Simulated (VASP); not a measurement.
SnTe:

```
Sn Te
1.0
     0.00000    3.14493    3.14493
     3.14493    0.00000    3.14493
     3.14493    3.14493    0.00000
Sn Te
1 1
Direct
  0.00000 0.00000 0.00000
  0.50000 0.50000 0.50000
```

The cell is a database's computed one.

Base run:

- Program: VASP 6.6.1
- Functional: r2SCAN
- Potentials or basis: VASP PAW PBE potentials, release 64 (Sn_d, Te)
- Cutoff: 520 eV
- k mesh: 12 × 12 × 12
- Occupations: gaussian, width 0.1 eV
- Spin: no spin polarisation

Its results: band gap on the k mesh 0.01 eV, direct; pressure 1.8 GPa.

Problem. The run is repeated on the same cell with these changes: functional from r2SCAN to PBEsol; cutoff from 520 eV to 900 eV. What comes out?

Solution. Band gap on the k mesh 0.16 eV, direct; pressure 0.0 GPa.

Caveats: the PAW data sets were made with another functional, which shifts forces and pressure a little; spin-orbit coupling is left out, which moves the levels of the heavy elements.

A k mesh can miss the band edges.

Not every run made on this cell is shown here.
